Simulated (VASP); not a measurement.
The system is VMoS3.

```
V Mo S
1.0
     4.18232    0.00000    0.00000
     0.00000    4.18232    0.00000
     0.00000    0.00000    5.93190
V Mo S
1 1 3
Direct
  0.00000 0.00000 0.00000
  0.00000 0.00000 0.50000
  0.50000 0.50000 0.34199
  0.50000 0.50000 0.65801
  0.50000 0.50000 0.00000
```

The cell was built by a generator and needn't be a form met in nature.

```yaml
Program: VASP 6.6.1
Task: relaxation of cell and atoms
Functional: PBE
Potentials_or_basis: VASP PAW PBE potentials, release 64 (V_sv, Mo_sv, S)
Cutoff: 520 eV
k_mesh: 4 × 4 × 3
Occupations: gaussian, width 0.15 eV
Spin: collinear spin, ferromagnetic start
Starting_moments: "[2.0, 1.0, 0.0, 0.0, 0.0] μB"
```

At the start: pressure -0.1 GPa; volume 20.75 Å³/atom.

Q: How do energy, volume and symmetry change on relaxing?

A: Over 16 steps the energy falls by 1763.7 meV/atom and the volume is 17.88 Å³/atom (-13.8 %); space group P4/mmm (No. 123, to 0.05 Å); moment 1.00 μB per cell.

Step by step:
| step | energy change (eV) | largest force (eV/Å) | pressure (GPa) | volume (Å³) |
| --- | --- | --- | --- | --- |
| 1 | 0.0000 | 3.0879 | -0.08 | 103.76 |
| 2 | -5.5707 | 1.5536 | -14.78 | 99.50 |
| 3 | -6.3871 | 2.0478 | -14.03 | 96.60 |
| 4 | -6.6558 | 3.8155 | -8.16 | 88.99 |
| 5 | -6.6345 | 2.6753 | -12.40 | 94.41 |
| 6 | -7.6147 | 2.0825 | 18.73 | 73.49 |
| 7 | -7.8991 | 2.5168 | 3.56 | 78.89 |
| 8 | -8.4226 | 0.6307 | 5.97 | 79.75 |
| 9 | -8.4676 | 0.1995 | 7.45 | 80.04 |
| 10 | -8.6768 | 0.0692 | -3.03 | 90.54 |
| 11 | -8.6888 | 0.0971 | -2.59 | 89.35 |
| 12 | -8.7731 | 0.1902 | -2.37 | 92.12 |
| 13 | -8.8049 | 0.0528 | -2.32 | 91.26 |
| 14 | -8.7995 | 0.3553 | 2.91 | 87.51 |
| 15 | -8.8177 | 0.1283 | 0.00 | 89.54 |
| 16 | -8.8187 | 0.0419 | -0.19 | 89.42 |

Final structure:
```
CELL_PARAMETERS angstrom
3.11308 0.00000 0.00000
0.00000 3.11308 0.00000
0.00000 0.00000 9.22691
ATOMIC_POSITIONS crystal
V 0.00000 0.00000 0.00000
Mo 0.00000 0.00000 0.50000
S 0.50000 0.50000 0.34965
S 0.50000 0.50000 0.65035
S 0.50000 0.50000 0.00000
```

Caveat: the k mesh is coarse (spacing up to 0.38 Å⁻¹), so the values aren't converged; this functional lacks dispersion, which binds the layers, so the pressure and a relaxed spacing across them are unreliable.
